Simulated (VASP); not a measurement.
VASP ran on this input.

### INCAR
```
# general
SYSTEM  = CuI
PREC    = Accurate
ENCUT   = 500
LREAL   = .FALSE.
LASPH   = .TRUE.

# electronic loop
EDIFF   = 1E-6
NELM    = 100
ALGO    = Normal
LMAXMIX = 4

# smearing
ISMEAR  = 0
SIGMA   = 0.05

# functional
GGA     = PS

# ions
IBRION  = 2
NSW     = 40
ISIF    = 3
EDIFFG  = -0.02

# output
LWAVE   = .FALSE.
LCHARG  = .FALSE.
```

KPOINTS:
```
Automatic
0
G
  6 6 4
```

**POSCAR**
```
CuI
1.0
  4.1865498285   0.0000000000   0.0000000000
 -2.0932749143   3.6256586716   0.0000000000
  0.0000000000   0.0000000000   6.8937433469
Cu I
2 2
Cartesian
 -0.0000020933   2.4171069896   0.0062656130
  2.0932770075   1.2085516820   3.4531372865
 -0.0000020933   2.4171069896   2.5788881421
  2.0932770075   1.2085516820   6.0257598155
```

POTCAR, in this order: Cu I (PBE.64 set). Program: vasp_std.

Translate this PBEsol calculation to Quantum ESPRESSO's pw.x.

One equivalent input (not run):
```
&CONTROL
  calculation = 'vc-relax'
  pseudo_dir = './pseudo'
  outdir = './out'
  tprnfor = .true.
  tstress = .true.
  nstep = 40
  forc_conv_thr = 0.00078
/
&SYSTEM
  ibrav = 0
  nat = 4
  ntyp = 2
  ecutwfc = 92
  occupations = 'smearing'
  smearing = 'gaussian'
  degauss = 0.003675
  input_dft = 'pbesol'
/
&ELECTRONS
  conv_thr = 7.3e-08
  electron_maxstep = 100
/
&IONS
/
&CELL
/
ATOMIC_SPECIES
  Cu 63.546 Cu.upf
  I 126.904 I.upf
CELL_PARAMETERS angstrom
     4.1865498    0.0000000   -0.0000000
    -2.0932749    3.6256587    0.0000000
    -0.0000000    0.0000000    6.8937433
ATOMIC_POSITIONS crystal
  Cu   0.3333330  0.6666670  0.0009089
  Cu   0.6666670  0.3333330  0.5009089
  I    0.3333330  0.6666670  0.3740911
  I    0.6666670  0.3333330  0.8740911
K_POINTS automatic
  6 6 4 0 0 0
```
Limits of the translation: the potentials are each code's own (VASP's PAW set, PseudoDojo norm-conserving files in pw.x), so ENCUT and ecutwfc are chosen apart and not converted; conv_thr bounds pw.x's estimated SCF error, while EDIFF bounds the energy change between steps; forc_conv_thr acts on force components and is met together with etot_conv_thr.

The structure was generated: CuI was put into the wurtzite type (P6_3mc), which need not be its known phase. This run relaxes it. Symmetry was kept, so distortions that lower it aren't found.
